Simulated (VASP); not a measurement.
Output of a VASP run:

**OSZICAR**
```
       N       E                     dE             d eps       ncg     rms          rms(c)
DAV:   1     0.262172223743E+03    0.26217E+03   -0.10165E+04 11996   0.539E+02
DAV:   2     0.221251151368E+02   -0.24005E+03   -0.20484E+03 11208   0.169E+02
DAV:   3    -0.140565687403E+02   -0.36182E+02   -0.34800E+02 12946   0.596E+01
DAV:   4    -0.150330211635E+02   -0.97645E+00   -0.97392E+00 12944   0.104E+01
DAV:   5    -0.150363624353E+02   -0.33413E-02   -0.33410E-02 12584   0.609E-01    0.874E+00
DAV:   6    -0.143816361725E+02    0.65473E+00   -0.35073E-01 15802   0.146E+01    0.654E+00
DAV:   7    -0.143260869902E+02    0.55549E-01   -0.14201E-01 13654   0.203E+00    0.295E+00
DAV:   8    -0.143196709618E+02    0.64160E-02   -0.87773E-03 14062   0.932E-01    0.490E-01
DAV:   9    -0.143191290403E+02    0.54192E-03   -0.31531E-03 12462   0.165E-01    0.995E-02
DAV:  10    -0.143191721233E+02   -0.43083E-04   -0.19614E-04 13090   0.359E-02    0.665E-02
DAV:  11    -0.143192213846E+02   -0.49261E-04   -0.30377E-05 12372   0.151E-02    0.180E-02
DAV:  12    -0.143192276194E+02   -0.62348E-05   -0.30310E-06 12944   0.660E-03    0.687E-03
DAV:  13    -0.143192283298E+02   -0.71046E-06   -0.10132E-06 12528   0.375E-03    0.170E-03
DAV:  14    -0.143192284314E+02   -0.10154E-06   -0.10917E-07 12200   0.137E-03    0.129E-03
DAV:  15    -0.143192284365E+02   -0.51109E-08   -0.94705E-09  7016   0.450E-04
   1 F= -.14319228E+02 E0= -.14319228E+02  d E =-.111480E-12
 imaginary and real dielectric function
```

**OUTCAR**
```
------------------------ aborting loop because EDIFF is reached ----------------------------------------
  FORCE on cell =-STRESS in cart. coord.  units (eV):
  Direction    XX          YY          ZZ          XY          YZ          ZX
  --------------------------------------------------------------------------------------
  Total       -0.0251359     -0.0251359      0.0378678      0.0000000      0.0000000      0.0000000
  in kB       -0.4856117     -0.4856117      0.7315837      0.0000000      0.0000000      0.0000000
  external PRESSURE =      -0.0798799 kB  Pullay stress =       0.0000000 kB
  volume of cell :       82.93
      direct lattice vectors                 reciprocal lattice vectors
     3.888788195  0.000000000  0.000000000     0.257149515  0.000000000  0.000000000
     0.000000000  3.888788195  0.000000000     0.000000000  0.257149515  0.000000000
     0.000000000  0.000000000  5.483876444     0.000000000  0.000000000  0.182352759
 POSITION                                       TOTAL-FORCE (eV/Angst)
 -----------------------------------------------------------------------------------
      1.94439      0.00000      4.18541         0.000000     -0.000000      0.012164
      0.00000      1.94439      1.29846        -0.000000     -0.000000     -0.012164
      0.00000      0.00000      2.74194        -0.000000     -0.000000      0.000000
      1.94439      1.94439      0.00000        -0.000000      0.000000      0.000000
 -----------------------------------------------------------------------------------
    total drift:                                0.000000      0.000000      0.000000
  FREE ENERGIE OF THE ION-ELECTRON SYSTEM (eV)
  ---------------------------------------------------
  free  energy   TOTEN  =       -14.3192284365 eV

  energy  without entropy=      -14.3192284365  energy(sigma->0) =      -14.31922844

 plasma frequency squared (from intraband transitions) (eV^2)
  --------------------------------------------------------------------------------------
       0.000       0.000       0.000
       0.000       0.000      -0.000
       0.000      -0.000       0.000

 plasma frequency squared (from interband transitions, int dw w eps(2)(w)) (eV^2)
  --------------------------------------------------------------------------------------
     316.229       0.000       0.000      -0.000      -0.000      -0.000
       0.000       0.000     316.229       0.000      -0.000       0.000
      -0.000       0.000      -0.000      -0.000     316.414       0.000
```
(Selected blocks of OUTCAR.)

POSCAR:
```
Zn2SeS
1
    3.8887881946     0.0000000000    -0.0000000000
    0.0000000000     3.8887881946     0.0000000000
    0.0000000000     0.0000000000     5.4838764441
Zn Se S
2 1 1
Direct
  0.5000000000   1.0000000000   0.7632217481
  0.0000000000   0.5000000000   0.2367782519
  0.0000000000   1.0000000000   0.5000000000
  0.5000000000   0.5000000000   0.0000000000
```

Task: Write an INCAR and KPOINTS that could have produced this output.

Result: Several could match; the one computed here: the input of the run itself, PBEsol GGA, plane waves, VASP's PBE PAW potentials (set 64).

File KPOINTS:
```
Automatic mesh
0
G
  10 10 7
0 0 0
```

INCAR:
```
# general
SYSTEM  = Zn2SeS
PREC    = Accurate
ENCUT   = 400   # plane-wave cut-off (eV)
LREAL   = F
LASPH   = T
NBANDS  = 66

# electronic loop
EDIFF   = 1E-7   # SCF stop (eV)
NELM    = 100   # most electronic steps
ALGO    = Normal   # blocked Davidson
LMAXMIX = 4

# smearing
ISMEAR  = 0
SIGMA   = 0.01

# functional
GGA     = PS

# output
LWAVE   = F
LCHARG  = F
NEDOS   = 1001   # DOS grid

# other
LOPTICS = T
CSHIFT  = 0.1
```

POTCAR, in this order: Zn Se S (PBE.64 set). Program: vasp_std.

The dielectric response may not be converged in the k-mesh; for small gaps it tends to come out too large.

The structure comes from a computed database's Zn2SeS entry (P-4m2); how it stands against other phases isn't given here. It was relaxed first.
